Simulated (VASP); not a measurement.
**Be4S3Se (ordered alloy cell): computed properties**

Calculation: PBEsol GGA, VASP's PBE PAW potentials (set 64) (plane waves; VASP).

```
Quantity                                                                                                          Result
---------------------------------------------  -------------------------------------------------------------------------
space group                                                                                                    Amm2 (38)
cell                                           a = 3.476 Å, b = 6.951 Å, c = 9.827 Å, α = 90.00°, β = 90.00°, γ = 90.00°
volume per atom                                                                                           14.84 Å^3/atom
band gap (over mesh and band path)                                                                               2.40 eV
smallest direct gap (over mesh and band path)                                                                    2.53 eV
band-edge character                                                                                     indirect, Γ to T
density                                                                                                       2.95 g/cm³
```

Be$_{4}$S$_{3}$Se is modelled in the orthorhombic space group Amm2 (No. 38), Pearson symbol oS16. Conventional cell: a = 3.476 Å, b = 6.951 Å, c = 9.827 Å, α = 90.00°, β = 90.00°, γ = 90.00°. Be1 on 2a is coordinated by 2 S at 2.086 Å and 2 Se at 2.173 Å (tetrahedral). Be2 on 4e sees 3 S at 2.104–2.109 Å and 1 Se at 2.192 Å (tetrahedral). Be3 on 2a has 4 S at 2.126–2.131 Å (tetrahedral). Se on 2b sees 4 Be at 2.173–2.192 Å (tetrahedral). S1 on 4d has 4 Be at 2.086–2.131 Å (tetrahedral). S2 on 2b is surrounded by 4 Be at 2.104–2.126 Å (tetrahedral). (Neighbours: up to the widest gap in distance over summed covalent radii, below 1.35, at either atom; cation-cation and far metal-metal contacts left out.)
(The calculation used a cell of 8 atoms; values per cell refer to that cell.)

The structure was generated: Be4S3Se was put into an ordered model structure (Amm2), which need not be its known phase. It was relaxed first. Symmetry was kept, so distortions that lower it aren't found.
